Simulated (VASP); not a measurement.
Input for VASP

**KPOINTS**
```
Automatic mesh
0
Gamma
7 7 7
0 0 0
```

INCAR:
```
SYSTEM=BaS
PREC=Accurate; ENCUT=520; LREAL=.FALSE.
LASPH=.TRUE.
EDIFF=1E-6; NELM=100; ALGO=Normal
LMAXMIX=4
ISMEAR=0; SIGMA=0.05
GGA=PE
LWAVE=.FALSE.; LCHARG=.TRUE.
```

**POSCAR**
```
BaS
1
    0.0000000000     3.2280541864     3.2280541864
    3.2280541864     0.0000000000     3.2280541864
    3.2280541864     3.2280541864     0.0000000000
Ba S
1 1
Direct
  0.0000000000   0.0000000000   0.0000000000
  0.5000000000   0.5000000000   0.5000000000
```

POTCAR, in this order: Ba_sv S (PBE.64 set). Program: vasp_std.

Q: Translate this PBE calculation to Ansatz.

A: One equivalent input (not run):
Ansatz 0.2 input:
```yaml
crystal:
  lattice:
    - [0.0000000, 3.2280542, 3.2280542]
    - [3.2280542, 0.0000000, 3.2280542]
    - [3.2280542, 3.2280542, 0.0000000]
  atoms:
    - { symbol: Ba, position: [0.0000000, 0.0000000, 0.0000000] }
    - { symbol: S, position: [0.5000000, 0.5000000, 0.5000000] }
kpoints:
  mp_grid: { grid: [7, 7, 7] }
hamiltonian:
  xc: pbe
  pseudopotentials: { kind: paw }
scf:
  occupations: { method: gaussian, width: 0.05 }
  max_iter: 100
output: { forces: true, stress: true, eigenvalues: true }
```
What does not carry over: each code has its own PAW files, so the cut-off isn't converted (ENCUT is set for VASP's; basis.ecutwfc is left out, and Ansatz then takes the one that its files recommend); Ansatz stops its SCF on the density residual and VASP on the energy change (EDIFF).

The compound is BaS in the rock salt structure. It was relaxed first.
